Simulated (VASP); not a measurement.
Output of a VASP run:

OSZICAR:
```
...
DAV:   6    -0.279739517260E+02    0.20940E+01   -0.48208E+00  3296   0.144E+01    0.388E+01
DAV:   7    -0.279315499990E+02    0.42402E-01   -0.15848E+00  3432   0.867E+00    0.110E+01
DAV:   8    -0.278635892664E+02    0.67961E-01   -0.46989E-01  3244   0.479E+00    0.173E+00
DAV:   9    -0.278591656401E+02    0.44236E-02   -0.33710E-02  3204   0.142E+00    0.288E-01
DAV:  10    -0.278590774021E+02    0.88238E-04   -0.10143E-03  3368   0.270E-01    0.349E-01
DAV:  11    -0.278590771368E+02    0.26531E-06   -0.11426E-04  3316   0.828E-02    0.161E-01
DAV:  12    -0.278590732393E+02    0.38975E-05   -0.12461E-05  3376   0.293E-02    0.309E-02
DAV:  13    -0.278590733551E+02   -0.11580E-06   -0.39773E-07  1900   0.635E-03
   1 F= -.27859073E+02 E0= -.27858936E+02  d E =-.278591E+02
       N       E                     dE             d eps       ncg     rms          rms(c)
DAV:   1    -0.279222732699E+02   -0.63200E-01   -0.19076E+00  2776   0.137E+01    0.395E+00
DAV:   2    -0.278703653506E+02    0.51908E-01   -0.75866E-02  2776   0.277E+00    0.220E+00
DAV:   3    -0.278548768057E+02    0.15489E-01   -0.49790E-02  3252   0.199E+00    0.190E+00
DAV:   4    -0.278557233425E+02   -0.84654E-03   -0.11785E-03  3312   0.324E-01    0.247E+00
DAV:   5    -0.278542230881E+02    0.15003E-02   -0.27148E-03  3284   0.310E-01    0.524E-01
DAV:   6    -0.278541949630E+02    0.28125E-04   -0.33701E-04  3428   0.125E-01    0.262E-02
DAV:   7    -0.278541943010E+02    0.66196E-06   -0.16339E-05  3244   0.320E-02    0.296E-02
DAV:   8    -0.278541941906E+02    0.11043E-06   -0.20375E-06  2992   0.111E-02
   2 F= -.27854194E+02 E0= -.27854104E+02  d E =0.487916E-02
       N       E                     dE             d eps       ncg     rms          rms(c)
DAV:   1    -0.278879424773E+02   -0.33748E-01   -0.59382E-01  2780   0.762E+00    0.224E+00
DAV:   2    -0.278716704239E+02    0.16272E-01   -0.25315E-02  2776   0.158E+00    0.125E+00
DAV:   3    -0.278668800861E+02    0.47903E-02   -0.15098E-02  3232   0.109E+00    0.107E+00
DAV:   4    -0.278670778730E+02   -0.19779E-03   -0.30301E-04  3288   0.172E-01    0.131E+00
DAV:   5    -0.278666705333E+02    0.40734E-03   -0.61826E-04  3296   0.149E-01    0.313E-01
DAV:   6    -0.278666494423E+02    0.21091E-04   -0.10459E-04  3388   0.661E-02    0.251E-02
DAV:   7    -0.278666495342E+02   -0.91927E-07   -0.43204E-06  3236   0.170E-02
   3 F= -.27866650E+02 E0= -.27866531E+02  d E =-.757618E-02
       N       E                     dE             d eps       ncg     rms          rms(c)
DAV:   1    -0.278666519806E+02   -0.25383E-05   -0.14099E-04  2784   0.118E-01    0.340E-02
DAV:   2    -0.278666479180E+02    0.40626E-05   -0.60633E-06  2852   0.240E-02    0.189E-02
DAV:   3    -0.278666469301E+02    0.98792E-06   -0.34657E-06  3204   0.165E-02
   4 F= -.27866647E+02 E0= -.27866529E+02  d E =-.757358E-02
       N       E                     dE             d eps       ncg     rms          rms(c)
DAV:   1    -0.278670844870E+02   -0.43657E-03   -0.19951E-02  2888   0.124E+00    0.182E-01
DAV:   2    -0.278669222220E+02    0.16226E-03   -0.26570E-04  3336   0.146E-01    0.784E-02
DAV:   3    -0.278668549782E+02    0.67244E-04   -0.67642E-05  3348   0.663E-02    0.223E-02
DAV:   4    -0.278668510362E+02    0.39420E-05   -0.77466E-06  3588   0.229E-02    0.132E-02
DAV:   5    -0.278668509305E+02    0.10566E-06   -0.31393E-07  1604   0.462E-03
   5 F= -.27866851E+02 E0= -.27866757E+02  d E =-.204000E-03
```

OUTCAR:
```
------------------------ aborting loop because EDIFF is reached ----------------------------------------
  FORCE on cell =-STRESS in cart. coord.  units (eV):
  Direction    XX          YY          ZZ          XY          YZ          ZX
  --------------------------------------------------------------------------------------
  Total        0.0167388      0.0167388      0.0154698      0.0000000     -0.0000000      0.0000000
  in kB        0.9190462      0.9190463      0.8493718      0.0000000     -0.0000000      0.0000000
  external PRESSURE =       0.8958214 kB  Pullay stress =       0.0000000 kB
  volume of cell :       29.18
      direct lattice vectors                 reciprocal lattice vectors
     1.562901573 -2.707025160  0.000000000     0.319917779 -0.184704600  0.000000000
     1.562901573  2.707025160  0.000000000     0.319917779  0.184704600 -0.000000000
     0.000000000  0.000000000  3.448614555    -0.000000000  0.000000000  0.289971519
 POSITION                                       TOTAL-FORCE (eV/Angst)
 -----------------------------------------------------------------------------------
      0.00000      0.00000      0.00000         0.000000      0.000000     -0.000000
      1.56290      0.90234      1.72431        -0.000000     -0.000000      0.000000
      1.56290     -0.90234      1.72431         0.000000      0.000000      0.000000
 -----------------------------------------------------------------------------------
    total drift:                                0.000000     -0.000000      0.000000
  FREE ENERGIE OF THE ION-ELECTRON SYSTEM (eV)
  ---------------------------------------------------
  free  energy   TOTEN  =       -27.8668509305 eV

  energy  without entropy=      -27.8665698526  energy(sigma->0) =      -27.86675724

 reached required accuracy - stopping structural energy minimisation
```
(Selected blocks of OUTCAR.)

### POSCAR
```
HfB2
1
    1.5700000000    -2.7193200000     0.0000000000
    1.5700000000     2.7193200000     0.0000000000
    0.0000000000     0.0000000000     3.4800000000
Hf B
1 2
Direct
  0.0000000000   0.0000000000   0.0000000000
  0.3333330000   0.6666670000   0.5000000000
  0.6666670000   0.3333330000   0.5000000000
```

Q: Reconstruct the remaining input files.

A: One answer among several that fit: the input of the run itself, PBEsol GGA, plane waves, VASP's PBE PAW potentials (set 64).

### INCAR
```
! general
SYSTEM  = HfB2
PREC    = Accurate
ENCUT   = 520   ! plane-wave cut-off (eV)
LREAL   = F   ! projection in real space or not
LASPH   = T   ! aspherical one-centre terms

! electronic loop
EDIFF   = 1E-6
NELM    = 100   ! most electronic steps
ALGO    = Normal
LMAXMIX = 6   ! l cut-off of mixed one-centre charges

! smearing
ISMEAR  = 1
SIGMA   = 0.1

! functional
GGA     = PS   ! PBEsol

! ions
IBRION  = 2   ! conjugate gradients
NSW     = 60   ! most ionic steps
ISIF    = 3
EDIFFG  = -0.01   ! ionic stop

! output
LWAVE   = F
LCHARG  = F
```

File KPOINTS:
```
Automatic
0
Gamma
 12 12 10
0 0 0
```

POTCAR, in this order: Hf_pv B (PBE.64 set). Program: vasp_std.

The compound is HfB2 in the AlB2 type structure. This run relaxes it. Symmetry was kept, so distortions that lower it aren't found.
